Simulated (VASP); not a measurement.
Computed with PBE GGA, VASP's PBE PAW potentials (set 64) (plane waves; VASP).

Input for VASP

File POSCAR:
```
AlN
1
    3.1285900000     0.0000000000     0.0000000000
   -1.5642950000     2.7094380000     0.0000000000
    0.0000000000     0.0000000000     5.0169600000
Al N
2 2
Direct
  0.6666670000   0.3333330000   0.4992900000
  0.3333330000   0.6666670000   0.9992900000
  0.6666670000   0.3333330000   0.8807100000
  0.3333330000   0.6666670000   0.3807100000
```

INCAR:
```
SYSTEM = AlN
PREC = Accurate
ENCUT = 400
EDIFF = 1E-6
NELM = 100
ALGO = Normal
LREAL = .FALSE.
LASPH = .TRUE.
ISMEAR = -1
SIGMA = 0.02
GGA = PE
LWAVE = .FALSE.
LCHARG = .FALSE.
ISIF = 2
```

### KPOINTS
```
Automatic mesh
0
Gamma
10 10 6
0 0 0
```

POTCAR, in this order: Al N (PBE.64 set). Program: vasp_std.

The resulting files:

File OSZICAR:
```
       N       E                     dE             d eps       ncg     rms          rms(c)
DAV:   1     0.386124919245E+02    0.38612E+02   -0.65555E+03  1352   0.963E+02
DAV:   2    -0.312446423227E+02   -0.69857E+02   -0.64772E+02  1928   0.193E+02
DAV:   3    -0.343885407145E+02   -0.31439E+01   -0.31332E+01  1744   0.451E+01
DAV:   4    -0.344121037742E+02   -0.23563E-01   -0.23559E-01  1520   0.456E+00
DAV:   5    -0.344124428282E+02   -0.33905E-03   -0.33905E-03  1708   0.553E-01    0.120E+01
DAV:   6    -0.297778784955E+02    0.46346E+01   -0.16883E+01  1596   0.301E+01    0.431E+00
DAV:   7    -0.297901767613E+02   -0.12298E-01   -0.56965E-01  1520   0.578E+00    0.296E+00
DAV:   8    -0.297847189547E+02    0.54578E-02   -0.74259E-02  1488   0.273E+00    0.513E-01
DAV:   9    -0.297799863689E+02    0.47326E-02   -0.19210E-02  1684   0.101E+00    0.250E-01
DAV:  10    -0.297805454370E+02   -0.55907E-03   -0.22725E-03  1604   0.359E-01    0.139E-01
DAV:  11    -0.297804765912E+02    0.68846E-04   -0.19408E-04  1580   0.105E-01    0.362E-02
DAV:  12    -0.297804779857E+02   -0.13945E-05   -0.69880E-06  1460   0.258E-02    0.759E-03
DAV:  13    -0.297804775156E+02    0.47016E-06   -0.64587E-06  1624   0.183E-02
   1 F= -.29780478E+02 E0= -.29780478E+02  d E =-.138260E-10
```

File OUTCAR:
```
------------------------ aborting loop because EDIFF is reached ----------------------------------------
  FORCE on cell =-STRESS in cart. coord.  units (eV):
  Direction    XX          YY          ZZ          XY          YZ          ZX
  --------------------------------------------------------------------------------------
  Total       -0.9079591     -0.9079588     -0.9147500      0.0000000      0.0000000      0.0000000
  in kB      -34.2064775    -34.2064669    -34.4623175      0.0000000      0.0000000      0.0000000
  external PRESSURE =     -34.2917540 kB  Pullay stress =       0.0000000 kB
  volume of cell :       42.53
      direct lattice vectors                 reciprocal lattice vectors
     3.128590000  0.000000000  0.000000000     0.319632806  0.184540115  0.000000000
    -1.564295000  2.709438000  0.000000000     0.000000000  0.369080230  0.000000000
     0.000000000  0.000000000  5.016960000     0.000000000  0.000000000  0.199323893
  FREE ENERGIE OF THE ION-ELECTRON SYSTEM (eV)
  ---------------------------------------------------
  free  energy   TOTEN  =       -29.7804775156 eV

  energy  without entropy=      -29.7804775155  energy(sigma->0) =      -29.78047752
```
(Selected blocks of OUTCAR.)

At this cut-off the stress carries a Pulay error, which pulls relaxed volumes low.

The structure comes from a computed database's AlN entry (P6_3mc); how it stands against other phases isn't given here. The cell was not relaxed at this level.
